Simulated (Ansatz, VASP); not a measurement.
ScAgC4N4 in VASP and in Ansatz

```xyz
10
Lattice="6.2420 0.0000 0.0000 0.0000 6.2420 0.0000 0.0000 0.0000 6.2420" Properties=species:S:1:pos:R:3 pbc="T T T"
Sc    3.1210    3.1210    3.1210
Ag    0.0000    0.0000    0.0000
C     1.2424    1.2424    1.2424
C     1.2424    4.9996    4.9996
C     4.9996    1.2424    4.9996
C     4.9996    4.9996    1.2424
N     1.9224    1.9224    1.9224
N     1.9224    4.3196    4.3196
N     4.3196    1.9224    4.3196
N     4.3196    4.3196    1.9224
```

Alike in both runs: functional PBE; k mesh 4 × 4 × 4; occupations gaussian, width 0.1 eV; no spin polarisation.

Ansatz relaxed the structure, and its values are those at the end. VASP's run is a single point on that final structure, the one shown.

|  | VASP | Ansatz |
| --- | --- | --- |
| version | VASP 6.6.1 | Ansatz 0.2.0 |
| potentials or method | VASP PAW PBE potentials, release 64 (Sc_sv, Ag, C, N) | scalar-relativistic, plane waves, PAW |
| plane-wave cutoff (eV) | 520 | 420 |
| valence electrons in the cell | 58 | 66 |

VASP gave:

| Quantity | Value |
| --- | --- |
| gap on the k mesh at the Fermi level (eV) | 2.74 |
| least direct gap on the mesh (eV) | 2.76 |
| pressure (GPa) | 0.6 |
| rms of the force components (eV/Å) | 0.168 |

**Question.** What did Ansatz give for the same quantities?

**Answer.** gap on the k mesh at the Fermi level (eV): 2.74; least direct gap on the mesh (eV): 2.75; pressure (GPa): 0.2; rms of the force components (eV/Å): 0.005.

One of these differences is far larger than is usual between the two programs; its cause wasn't traced. The two sets of potentials don't hold the same shells in valence.

Caveats: the standard files for N, O and F lose accuracy on very short bonds. A k mesh can miss the band edges.
